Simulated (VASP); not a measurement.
The system is TaTeI.

```
Ta Te I
1.0
     5.20831    0.00000    0.00000
    -2.60415    4.51053    0.00000
     0.00000    0.00000    4.17678
Ta Te I
1 1 1
Direct
  0.00000 0.00000 0.50000
  0.66667 0.33333 0.00000
  0.33333 0.66667 0.50000
```

The cell was built by a generator and needn't be a form met in nature.

```yaml
Program: VASP 6.6.1
Task: relaxation of cell and atoms
Functional: r2SCAN
Potentials_or_basis: VASP PAW PBE potentials, release 64 (Ta_pv, Te, I)
Cutoff: 600 eV
k_mesh: 6 × 6 × 7
Occupations: gaussian, width 0.05 eV
Spin: no spin polarisation
```

At the start: pressure -10.4 GPa; volume 32.71 Å³/atom.

Question: Where does the relaxation end?

Answer: Over 10 steps the energy falls by 344.0 meV/atom and the volume is 24.75 Å³/atom (-24.3 %); space group P-6m2 (No. 187, to 0.05 Å).

Step by step:
```
step  energy change (eV)  largest force (eV/Å)  pressure (GPa)  volume (Å³)
   1              0.0000                0.0000          -10.43        98.12
   2             -0.6811                0.0000            8.47        70.87
   3             -0.8467                0.0000           -0.20        77.60
   4             -0.9631                0.0000           -0.08        75.88
   5             -0.8887                0.0000            3.17        69.98
   6             -1.0291                0.0000            0.65        73.48
   7             -1.0312                0.0000            0.45        73.92
   8             -1.0314                0.0000            0.49        73.81
   9             -1.0310                0.0000           -0.59        74.77
  10             -1.0321                0.0000            0.01        74.24
```

Final structure:
```yaml
crystal:
  lattice:
    - [4.92162, 0.00000, 0.00000]
    - [-2.46081, 4.26224, 0.00000]
    - [0.00000, 0.00000, 3.53888]
  atoms:
    - { symbol: Ta, position: [0.00000, 0.00000, 0.50000] }
    - { symbol: Te, position: [0.66667, 0.33333, 0.00000] }
    - { symbol: I, position: [0.33333, 0.66667, 0.50000] }
```

Caveat: the volume moved by over 15 % at a fixed basis, so the end points are rough; the PAW data sets were made with another functional, which shifts forces and pressure a little.
